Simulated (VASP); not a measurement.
Computed with PBE GGA, VASP's PBE PAW potentials (set 64) (plane waves; VASP).

The input files of a VASP run:

INCAR:
```
PREC  =  Normal
NUPDOWN  =  2
ISPIN  =  2   # spin-polarised
NELECT  =  570.0
LWAVE  =  .FALSE.
LMAXMIX  =  4
MAGMOM  =  63*0.0317
NELMIN  =  4
LASPH  =  .TRUE.   # aspherical one-centre terms
ISMEAR  =  0
LORBIT  =  11   # lm-projected
LREAL  =  Auto   # projection in real space or not
ENCUT  =  400   # plane-wave cut-off (eV)
EDIFF  =  1E-6   # SCF stop (eV)
LCHARG  =  .FALSE.
SYSTEM  =  Cd31CuTe31
LHYPERFINE  =  .TRUE.
NELM  =  100
GGA  =  PE   # PBE
SIGMA  =  0.05   # width (eV)
ISYM  =  0
ALGO  =  Fast
```

File KPOINTS:
```
Automatic mesh
0
gamma
1 1 1
```

File POSCAR:
```
Cd31CuTe31
1
   13.2498873591     0.0000000000     0.0000000000
    0.0000000000    13.2498873591     0.0000000000
    0.0000000000     0.0000000000    13.2498873591
Cd Te Cu
31 31 1
Direct
  0.4987270207   0.9986316831   0.9986026398
  0.7498889666   0.2502053364   0.9967206453
  0.7495062555   0.9965675134   0.2501264129
  0.0008258122   0.9993849487   0.9993349895
  0.2499078016   0.2504990237   0.9993404084
  0.5001520155   0.5000695279   0.9979649148
  0.7496523984   0.7500252012   0.9993520886
  0.2498878732   0.9993519821   0.2505407738
  0.4879652143   0.2365367857   0.2359440713
  0.7620584553   0.5102789064   0.2374181304
  0.5000664489   0.9978405619   0.4997906423
  0.7653990163   0.2348339464   0.5135068375
  0.7494985395   0.9992716581   0.7500489947
  0.0013406462   0.5013372710   0.9988097274
  0.2501357148   0.7500167332   0.9998917023
  0.0035800040   0.2506036563   0.2501026057
  0.2512609021   0.5037197427   0.2559780006
  0.4965726551   0.7485025569   0.2557228098
  0.0013745416   0.9984416605   0.5012825897
  0.2513131456   0.2558812811   0.5036869270
  0.7440588415   0.7483640406   0.5029772924
  0.2500751923   0.9999874761   0.7499456669
  0.4963824569   0.2562347971   0.7487294330
  0.7438293672   0.5035164209   0.7487008199
  0.0005350043   0.7501049531   0.2505911049
  0.0021346301   0.5001871529   0.4996098354
  0.2541347845   0.7458314961   0.4982731295
  0.0006657975   0.2505481091   0.7502894191
  0.2541497708   0.4981541870   0.7458099214
  0.5018228308   0.7458942625   0.7458263328
  0.9997627183   0.7499811678   0.7498043628
  0.6275334431   0.1227879775   0.1227465204
  0.8773564451   0.3723510903   0.1226734249
  0.8774548204   0.1227332793   0.3719922582
  0.1258735098   0.1244603260   0.1244198211
  0.3739593236   0.3777478255   0.1251502582
  0.6226124841   0.6257471803   0.1253836071
  0.8755171323   0.8743627348   0.1244619499
  0.3742739249   0.1255588212   0.3774760596
  0.8744787313   0.6256124670   0.3772698021
  0.6222830066   0.1254430060   0.6257657088
  0.8748037558   0.3778561681   0.6259248110
  0.8755461895   0.1244596825   0.8742052710
  0.1256948256   0.6247170777   0.1261261286
  0.3754501061   0.8742750953   0.1261244362
  0.1253053814   0.3752623702   0.3753314141
  0.3827378700   0.6173718259   0.3826149730
  0.6247196661   0.8748547004   0.3751725194
  0.1255598362   0.1260736305   0.6246348597
  0.3827485599   0.3827274410   0.6172094764
  0.6173165364   0.6173330653   0.6172052241
  0.8736509408   0.8741167046   0.6242681285
  0.3754676044   0.1261526418   0.8741990203
  0.6248121475   0.3751542264   0.8749425519
  0.8739196607   0.6244620952   0.8741730336
  0.1265444849   0.8735039878   0.3763690697
  0.1252696117   0.6251137233   0.6251266553
  0.3749190024   0.8747528345   0.6250549950
  0.1264269790   0.3764027026   0.8736793581
  0.3747857673   0.6252471080   0.8744584183
  0.6238127788   0.8736019211   0.8736213948
  0.1250603112   0.8749269641   0.8748571346
  0.4687853415   0.5314382856   0.5312364864
```

POTCAR, in this order: Cd Te Cu (PBE.64 set). Program: vasp_gam. Read from the step before: WAVECAR.

Task: What will the output report for the number of irreducible k-points (NKPTS), largest plane-wave count, FFT grid (NGX, NGY, NGZ)?

Result: 
The number of irreducible k-points (NKPTS) comes out as 1, the largest plane-wave count is 21106 and the FFT grid (NGX, NGY, NGZ) is 70 × 70 × 70.

The cell is a supercell with a defect, built from CdTe (zinc blende): Cu_Cd-vac_Te, charge -1.
